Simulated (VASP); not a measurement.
Data:

```
CELL_PARAMETERS angstrom
      0.00000     3.18283     3.18283
      3.18283     0.00000     3.18283
      3.18283     3.18283     0.00000
ATOMIC_POSITIONS crystal
  Te 0.50000 0.50000 0.50000
  Pb 0.00000 0.00000 0.00000
```

Level of theory: r2SCAN+rVV10, VASP's PBE PAW potentials (set 64) (plane waves; VASP). Numerical set-up: 520 eV cut-off, 7×7×7 Γ-centred mesh, Gaussian smearing of 0.050 eV, potentials Te Pb_d.

### Question
Give the stress tensor in GPa (positive for a compressed cell).

### Answer

```
3.16  0.00  0.00
0.00  3.16  0.00
0.00  0.00  3.16
```
The pressure is its mean diagonal, 3.16 GPa.

The compound is PbTe in the rock salt structure. This cell is one point of a volume scan, at 0.94 of the reference volume.
